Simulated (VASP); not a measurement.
## ScC (relaxed from the rock salt structure, space group Fm-3m): computed properties

Calculation: PBEsol GGA, VASP's PBE PAW potentials (set 64) (plane waves; VASP 6.6.1).

```
Quantity                                                              Result
----------------------------------  ----------------------------------------
space group                                                      Fm-3m (225)
cell                                a = b = c = 4.6379 Å, α = β = γ = 90.00°
volume per atom                                               12.47 Å^3/atom
band gap (over mesh and band path)  none (metal, semimetal or under 0.01 eV)
density                                                           3.79 g/cm³
```

```cif
data_C4Sc4
_chemical_formula_sum 'Sc4 C4'
_space_group_name_H-M_alt 'Fm-3m'
_space_group_IT_number 225
_space_group_name_Hall '-F 4 2 3'
_cell_length_a 4.63793
_cell_length_b 4.63793
_cell_length_c 4.63793
_cell_angle_alpha 90.000
_cell_angle_beta 90.000
_cell_angle_gamma 90.000
loop_
_atom_site_label
_atom_site_type_symbol
_atom_site_symmetry_multiplicity
_atom_site_Wyckoff_symbol
_atom_site_fract_x
_atom_site_fract_y
_atom_site_fract_z
_atom_site_occupancy
Sc1 Sc 4 a 0.00000 0.00000 0.00000 1
C1 C 4 b 0.50000 0.50000 0.50000 1
```
(The calculation used a cell of 2 atoms; values per cell refer to that cell.)

The structure was generated: ScC was put into the rock salt type (Fm-3m), which need not be its known phase. It was relaxed first, which changed the volume by -34 %. Symmetry was kept, so distortions that lower it aren't found. The electron count is odd and the run is not spin-polarised, which forces a metal.
